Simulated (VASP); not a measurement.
Calculation: r2SCAN+rVV10, VASP's PBE PAW potentials (set 64) (plane waves; VASP 6.6.1).

VASP ran on this input.

File KPOINTS:
```
Automatic mesh
0
Gamma
6 6 6
0 0 0
```

INCAR:
```
SYSTEM=Li2Se
PREC=Accurate; ENCUT=520; LREAL=F
LASPH=T
EDIFF=1E-6; NELM=100; ALGO=Normal
LMAXMIX=4; LMIXTAU=T
ISMEAR=0; SIGMA=0.05
METAGGA=R2SCAN; LUSE_VDW=T; BPARAM=11.95
CPARAM=0.0093
IBRION=2; NSW=60; ISIF=3
EDIFFG=-0.02
LWAVE=F; LCHARG=F
```

POSCAR:
```
Li2Se
1
   -0.0000000000     2.9854506505     2.9854506505
    2.9854506505     0.0000000000     2.9854506505
    2.9854506505     2.9854506505     0.0000000000
Li Se
2 1
Direct
  0.2500000000   0.2500000000   0.2500000000
  0.7500000000   0.7500000000   0.7500000000
  0.0000000000   1.0000000000   0.0000000000
```

POTCAR, in this order: Li_sv Se (PBE.64 set). Program: vasp_std.

Problem. What does the run give for the energy per atom (σ→0), volume per atom, band gap (on the k-mesh)?

Solution. 
```json
{
 "energy per atom (σ→0)": "-7.698 eV/atom",
 "band gap (on the k-mesh)": "3.38 eV",
 "volume_per_atom": "17.65 Å^3/atom"
}
```

OSZICAR:
```
...
DAV:   4    -0.230930687235E+02    0.82567E-03   -0.92227E-04   320   0.465E-01    0.225E-02
DAV:   5    -0.230936764993E+02   -0.60778E-03   -0.10501E-03   320   0.486E-01    0.119E-02
DAV:   6    -0.230940377972E+02   -0.36130E-03   -0.92549E-05   324   0.131E-01    0.357E-03
DAV:   7    -0.230940673606E+02   -0.29563E-04   -0.20731E-05   324   0.649E-02    0.125E-03
DAV:   8    -0.230940628629E+02    0.44977E-05   -0.10756E-06   332   0.168E-02    0.620E-04
DAV:   9    -0.230940641579E+02   -0.12950E-05   -0.64778E-08   166   0.350E-03    0.352E-04
DAV:  10    -0.230940641082E+02    0.49699E-07   -0.24730E-08   166   0.214E-03
   2 F= -.23094064E+02 E0= -.23094064E+02  d E =-.375946E-03
```

The compound is Li2Se in the antifluorite structure. This run relaxes it. Symmetry was kept, so distortions that lower it aren't found. The start is the result of an earlier pass.
